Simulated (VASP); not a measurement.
Crystal: In2AsN.

```
N In As
1.0
     4.08158    0.00000    0.00000
     0.00000    4.08158    0.00000
     0.00000    0.00000    5.24210
N In As
1 2 1
Cartesian
  0.0000 0.0000 0.0000
  0.0000 2.0408 4.2177
  2.0408 0.0000 1.0244
  2.0408 2.0408 2.6211
```

The cell was built by a generator and needn't be a form met in nature.

The cell isn't the ideal one: epitaxial_xy strain +3.9%.

Base run:

- Program: VASP 6.6.1
- Functional: PBE
- Potentials or basis: VASP PAW PBE potentials, release 64 (N, In_d, As)
- Cutoff: 520 eV
- k mesh: 6 × 6 × 6
- Occupations: fermi-dirac, width 0.02 eV
- Spin: no spin polarisation

Its results: band gap on the k mesh none (metal or under the smearing width); pressure 0.5 GPa; largest force 0.009 eV/Å.

Problem. The run is repeated on the same cell with these changes: functional from PBE to r2SCAN; further incar settings from ALGO = Normal; EDIFF = 1e-06; NBANDS = 26 to ALGO = Normal; EDIFF = 1e-07; NBANDS = 26. What comes out?

Solution. Band gap on the k mesh none (metal or under the smearing width); pressure -2.3 GPa; largest force 0.038 eV/Å.

Caveats: the PAW data sets were made with another functional, which shifts forces and pressure a little (some runs).
